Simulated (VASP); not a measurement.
Output of a VASP run:

### OSZICAR
```
       N       E                     dE             d eps       ncg     rms          rms(c)
DAV:   1     0.439975357593E+02    0.43998E+02   -0.58298E+03  2642   0.110E+03
DAV:   2    -0.359563400187E+01   -0.47593E+02   -0.45548E+02  2704   0.216E+02
DAV:   3    -0.396570512624E+01   -0.37007E+00   -0.36992E+00  3056   0.228E+01
DAV:   4    -0.396648076306E+01   -0.77564E-03   -0.77562E-03  2949   0.960E-01
DAV:   5    -0.396648511265E+01   -0.43496E-05   -0.43494E-05  2896   0.648E-02    0.983E+00
DAV:   6    -0.364215033537E+01    0.32433E+00   -0.12418E+00  2647   0.126E+01    0.569E+00
DAV:   7    -0.361665570540E+01    0.25495E-01   -0.35019E-02  2824   0.199E+00    0.270E+00
DAV:   8    -0.361014378655E+01    0.65119E-02   -0.14428E-03  2658   0.504E-01    0.120E-01
DAV:   9    -0.361016118814E+01   -0.17402E-04   -0.85677E-06  3051   0.318E-02    0.157E-02
DAV:  10    -0.361016118586E+01    0.22783E-08   -0.24125E-06  2782   0.138E-02
   1 F= -.10112185E+01 E0= -.10112063E+01  d E =-.101122E+01
```

OUTCAR:
```
------------------------ aborting loop because EDIFF is reached ----------------------------------------
  FORCE on cell =-STRESS in cart. coord.  units (eV):
  Direction    XX          YY          ZZ          XY          YZ          ZX
  --------------------------------------------------------------------------------------
  Total        2.5989227      2.5989227      2.5989227      0.0000000     -0.0000000      0.0000000
  in kB      299.9976906    299.9976906    299.9976906      0.0000000     -0.0000000      0.0000000
  external PRESSURE =      -0.0023094 kB  Pullay stress =     300.0000000 kB
  volume of cell :       13.88
      direct lattice vectors                 reciprocal lattice vectors
     0.000000000  1.907444954  1.907444954    -0.262130762  0.262130762  0.262130762
     1.907444954  0.000000000  1.907444954     0.262130762 -0.262130762  0.262130762
     1.907444954  1.907444954  0.000000000     0.262130762  0.262130762 -0.262130762
 POSITION                                       TOTAL-FORCE (eV/Angst)
 -----------------------------------------------------------------------------------
      0.00000      0.00000      0.00000        -0.000000      0.000000     -0.000000
 -----------------------------------------------------------------------------------
    total drift:                               -0.000000     -0.000000     -0.000000
  FREE ENERGIE OF THE ION-ELECTRON SYSTEM (eV)
  ---------------------------------------------------
  free  energy   TOTEN  =        -3.6101611859 eV

  energy  without entropy=       -3.6101246061  energy(sigma->0) =       -3.61014899
  enthalpy is  TOTEN    =        -1.0112184586 eV   P V=        2.5989427272

 reached required accuracy - stopping structural energy minimisation
```
(Selected blocks of OUTCAR.)

POSCAR:
```
Ag
1
    0.0000000000     1.9074449539     1.9074449539
    1.9074449539     0.0000000000     1.9074449539
    1.9074449539     1.9074449539    -0.0000000000
Ag
1
Direct
  0.0000000000   0.0000000000   0.0000000000
```

Problem. Reconstruct the remaining input files.

Solution. Several could match; the one computed here: the input of the run itself, LDA (Ceperley-Alder, Perdew-Zunger), plane waves, VASP's LDA PAW potentials (set 64).

### INCAR
```
ALGO  =  Normal
EDIFF  =  1E-6
EDIFFG  =  -0.02
ENCUT  =  500
IBRION  =  2
ISIF  =  3
ISMEAR  =  1
LASPH  =  .TRUE.
LCHARG  =  .FALSE.
LMAXMIX  =  4
LREAL  =  .FALSE.
LWAVE  =  .FALSE.
NELM  =  100
NSW  =  40
PREC  =  Accurate
PSTRESS  =  300
SIGMA  =  0.1
SYSTEM  =  Ag
```

File KPOINTS:
```
Regular mesh
0
G
16 16 16
```

POTCAR, in this order: Ag (LDA.64 set). Program: vasp_std.

The compound is Ag in the fcc structure. It was relaxed first under an external pressure of 30 GPa.
